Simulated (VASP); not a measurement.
Data:

```
GaP
1.0
    0.00000     2.63369     2.63369
    2.63369     0.00000     2.63369
    2.63369     2.63369     0.00000
Ga P
1 1
Direct
  0.00000   0.00000   0.00000
  0.25000   0.25000   0.25000
```

Computed with PBEsol GGA, VASP's PBE PAW potentials (set 64) (plane waves; VASP). Numerical set-up: 500 eV cut-off, 9×9×9 Γ-centred mesh, Gaussian smearing of 0.050 eV, potentials Ga_d P.

Q: Estimate the energy per atom (σ→0), pressure.

A: 
| Property | Value |
|---|---|
| energy per atom (σ→0) | -4.909 eV/atom |
| pressure | 9.93 GPa |

Only differences to runs with the same potentials and settings are physical.

The structure was generated: GaP was put into the zinc blende type (F-43m), which need not be its known phase. It was relaxed first under an external pressure of 10 GPa.
